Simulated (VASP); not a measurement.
An input for Ansatz (written as the equivalent of a VASP run, and not itself run):

Ansatz 0.2 input:
```yaml
crystal:
  lattice:
    - [2.9365618, 0.0000000, 0.0000000]
    - [0.0000000, 2.9365618, 0.0000000]
    - [0.0000000, 0.0000000, 2.9365618]
  atoms:
    - { symbol: Zn, position: [0.5000000, 0.5000000, 0.5000000] }
    - { symbol: Cu, position: [0.0000000, 0.0000000, 0.0000000] }
kpoints:
  mp_grid: { grid: [12, 12, 12] }
hamiltonian:
  xc: pbe
  pseudopotentials: { kind: paw }
scf:
  occupations: { method: methfessel_paxton, width: 0.1 }
  max_iter: 100
output: { forces: true, stress: true, eigenvalues: true }
```

Q: Write the VASP files for the same calculation (PBE).

A: Several could match; the one computed here: 
### INCAR
```
ALGO = Normal
EDIFF = 1E-7
ENCUT = 520
GGA = PE
ISIF = 2
ISMEAR = 1
LASPH = .TRUE.
LCHARG = .FALSE.
LMAXMIX = 4
LREAL = .FALSE.
LWAVE = .FALSE.
NELM = 100
PREC = Accurate
SIGMA = 0.1
SYSTEM = CuZn
```

### KPOINTS
```
Automatic mesh
0
Gamma
12 12 12
0 0 0
```

### POSCAR
```
CuZn
1
    2.9365617760     0.0000000000     0.0000000000
    0.0000000000     2.9365617760     0.0000000000
    0.0000000000     0.0000000000     2.9365617760
Zn Cu
1 1
Direct
  0.5000000000   0.5000000000   0.5000000000
  0.0000000000   0.0000000000   0.0000000000
```

POTCAR, in this order: Zn Cu (PBE.64 set). Program: vasp_std.

Limits of the translation: each code has its own PAW files, so the cut-off isn't converted (ENCUT is set for VASP's; basis.ecutwfc is left out, and Ansatz then takes the one that its files recommend); Ansatz stops its SCF on the density residual and VASP on the energy change (EDIFF).

The compound is CuZn in the CsCl type structure. This cell is one point of a volume scan, at 0.97 of the reference volume.
